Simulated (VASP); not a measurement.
OSZICAR of a VASP run on CsPbBr3 (cubic perovskite):

**OSZICAR**
```
       N       E                     dE             d eps       ncg     rms          rms(c)
DAV:   1     0.402947880433E+03    0.40295E+03   -0.18595E+04   520   0.148E+03
DAV:   2     0.309263309791E+02   -0.37202E+03   -0.36363E+03   652   0.332E+02
DAV:   3    -0.147153217664E+02   -0.45642E+02   -0.45333E+02   622   0.125E+02
DAV:   4    -0.164898176267E+02   -0.17745E+01   -0.17695E+01   678   0.334E+01
DAV:   5    -0.165390167218E+02   -0.49199E-01   -0.49149E-01   640   0.439E+00    0.394E+00
DAV:   6    -0.159176172299E+02    0.62140E+00   -0.11576E+00   742   0.105E+01    0.227E+00
DAV:   7    -0.158611244788E+02    0.56493E-01   -0.56794E-01   764   0.417E+00    0.101E+00
DAV:   8    -0.158717614751E+02   -0.10637E-01   -0.69195E-02   642   0.223E+00    0.191E-01
DAV:   9    -0.158712202661E+02    0.54121E-03   -0.12320E-02   734   0.842E-01    0.107E-01
DAV:  10    -0.158715860472E+02   -0.36578E-03   -0.11598E-03   560   0.204E-01    0.436E-02
DAV:  11    -0.158716815184E+02   -0.95471E-04   -0.20396E-04   616   0.110E-01    0.841E-03
DAV:  12    -0.158716821671E+02   -0.64872E-06   -0.29204E-05   716   0.559E-02    0.569E-03
DAV:  13    -0.158716822028E+02   -0.35699E-07   -0.28032E-06   722   0.128E-02    0.273E-03
DAV:  14    -0.158716823812E+02   -0.17845E-06   -0.57062E-07   638   0.700E-03    0.465E-04
DAV:  15    -0.158716824246E+02   -0.43407E-07   -0.24675E-08   354   0.158E-03
   1 F= -.17030687E+02 E0= -.17030687E+02  d E =-.118242E-10
```

**Question.** Which electronic solver shows in the log?

**Answer.** It is blocked Davidson (ALGO = Normal, or the opening steps of other solvers). The INCAR had ALGO = Normal.

**Question.** Can the final energy be trusted as converged?

**Answer.** The calculation finished and met its thresholds. It stopped with EDIFF = 1E-7, NELM = 100 (PBE GGA with D3 dispersion (zero damping), plane waves, VASP's PBE PAW potentials (set 64)).

The compound is CsPbBr3 in the cubic perovskite structure, the ideal cubic form; the compound distorts at low or room temperature. This cell is one point of a volume scan, at 1.03 of the reference volume.
